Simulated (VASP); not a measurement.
Method: PBE GGA, VASP's PBE PAW potentials (set 64) (plane waves; VASP).

A VASP calculation is set up with these files.

### INCAR
```
SYSTEM=TiB
PREC=Accurate; ENCUT=520; LREAL=.FALSE.
LASPH=.TRUE.; ICHARG=11
EDIFF=1E-7; NELM=100; ALGO=Normal
LMAXMIX=4
ISMEAR=0; SIGMA=0.05
GGA=PE
LWAVE=.FALSE.; LCHARG=.FALSE.; LORBIT=11
```

KPOINTS:
```
k-points along high-symmetry lines
15
Line-mode
Reciprocal
  0.000000   0.000000   0.000000 ! GAMMA
  0.000000   0.500000   0.000000 ! X

  0.000000   0.500000   0.000000 ! X
  0.500000   0.500000   0.000000 ! M

  0.500000   0.500000   0.000000 ! M
  0.000000   0.000000   0.000000 ! GAMMA

  0.000000   0.000000   0.000000 ! GAMMA
  0.500000   0.500000   0.500000 ! R

  0.500000   0.500000   0.500000 ! R
  0.000000   0.500000   0.000000 ! X

  0.500000   0.500000   0.500000 ! R
  0.500000   0.500000   0.000000 ! M
```

**POSCAR**
```
TiB
5.5770620
  0.4999999554   0.0000000000   0.0000000000
  0.0000000000   0.4999999554   0.0000000000
  0.0000000000   0.0000000000   0.4999999554
Ti B
1 1
Cartesian
  0.0000000000   0.0000000000   0.0000000000
  0.2499999777   0.2499999777   0.2499999777
```

POTCAR, in this order: Ti_sv B (PBE.64 set). Program: vasp_std. Read from the step before: CHGCAR.

Output of the run:

File OUTCAR:
```
 ion  position               nearest neighbor table
   1  0.000  0.000  0.000-   2 2.41   2 2.41   2 2.41   2 2.41   2 2.41   2 2.41   2 2.41   2 2.41
  LATTYP: Found a simple cubic cell.
 ALAT       =     2.7885307515
 Subroutine PRICEL returns:
 Original cell was already a primitive cell.
 Subroutine GETGRP returns: Found 48 space group operations
The static configuration has the point symmetry O_h .
The dynamic configuration has the point symmetry O_h .
 Subroutine INISYM returns: Found 48 space group operations
   k-points           NKPTS =     90   k-points in BZ     NKDIM =     90   number of bands    NBANDS=     11
   number of dos      NEDOS =    301   number of ions     NIONS =      2
   total plane-waves  NPLWV =  13824
   dimension x,y,z NGX =    24 NGY =   24 NGZ =   24
   dimension x,y,z NGXF=    48 NGYF=   48 NGZF=   48
   ions per type =               1   1
   PREC   = accura    normal or accurate (medium, high low for compatibility)
   ISTART =      0    job   : 0-new  1-cont  2-samecut
   ICHARG =     11    charge: 1-file 2-atom 10-const
   ISPIN  =      1    spin polarized calculation?
   LNONCOLLINEAR =      F non collinear calculations
   LSORBIT =      F    spin-orbit coupling
   INIWAV =      1    electr: 0-lowe 1-rand  2-diag
   ENCUT  =  520.0 eV  38.22 Ry    6.18 a.u.   5.18  5.18  5.18*2*pi/ulx,y,z
   NELM   =    100;   NELMIN=  2; NELMDL= -5     # of ELM steps
...
```

OSZICAR:
```
       N       E                     dE             d eps       ncg     rms          rms(c)
DAV:   1     0.990269395105E+02    0.99027E+02   -0.80301E+03  1980   0.156E+03
DAV:   2    -0.907032992163E+01   -0.10810E+03   -0.10470E+03  2024   0.363E+02
DAV:   3    -0.150091977808E+02   -0.59389E+01   -0.57585E+01  2979   0.836E+01
DAV:   4    -0.151715196308E+02   -0.16232E+00   -0.16113E+00  2363   0.122E+01
DAV:   5    -0.151781109046E+02   -0.65913E-02   -0.65831E-02  2865   0.193E+00
DAV:   6    -0.151782082543E+02   -0.97350E-04   -0.97345E-04  2463   0.195E-01
DAV:   7    -0.151782104520E+02   -0.21977E-05   -0.21978E-05  2879   0.228E-02
DAV:   8    -0.151782104963E+02   -0.44302E-07   -0.43949E-07  2048   0.256E-03
   1 F= -.15178210E+02 E0= -.15176994E+02  d E =-.243261E-02
```

OUTCAR:
```
 val. band max:        9.1106444145   @ k =   0.0714   0.5000   0.0000

 cond. band min:       9.1281885591   @ k =   0.0000   0.4286   0.0000



 k-point     1 :       0.0000    0.0000    0.0000
  band No.  band energies     occupation
      1     -47.2817      2.00000
      2     -23.2800      2.00000
      3     -23.2800      2.00000
      4     -23.2800      2.00000
      5      -1.5236      2.00000
      6       7.7957      2.00000
      7       7.7957      2.00000
      8      12.3750      0.00000
      9      12.3790      0.00000
     10      12.3804      0.00000
     11      12.3836      0.00000

 k-point     2 :       0.0000    0.0357    0.0000
  band No.  band energies     occupation
      1     -47.2808      2.00000
      2     -23.2877      2.00000
      3     -23.2793      2.00000
      4     -23.2793      2.00000
      5      -1.4984      2.00000
      6       7.7816      2.00000
      7       7.8056      2.00000
      8      11.9852      0.00000
      9      11.9852      0.00000
     10      12.3431      0.00000
     11      12.3863      0.00000

 k-point     3 :       0.0000    0.0714    0.0000
  band No.  band energies     occupation
      1     -47.2782      2.00000
      2     -23.3102      2.00000
      3     -23.2773      2.00000
      4     -23.2773      2.00000
      5      -1.4233      2.00000
      6       7.7338      2.00000
      7       7.8350      2.00000
      8      11.6041      0.00000
      9      11.6041      0.00000
     10      12.2599      0.00000
     11      12.3943      0.00000

 k-point     4 :       0.0000    0.1071    0.0000
  band No.  band energies     occupation
      1     -47.2740      2.00000
      2     -23.3463      2.00000
      3     -23.2739      2.00000
      4     -23.2739      2.00000
      5      -1.2993      2.00000
      6       7.6383      2.00000
      7       7.8829      2.00000
      8      11.2388      0.00000
      9      11.2388      0.00000
     10      12.1586      0.00000
...
```

The density is held fixed in this step, so its total energy and stress have no physical meaning.

The structure was generated: TiB was put into the CsCl type type (Pm-3m), which need not be its known phase. It was relaxed first, which changed the volume by -32 %. The electron count is odd and the run is not spin-polarised, which forces a metal.
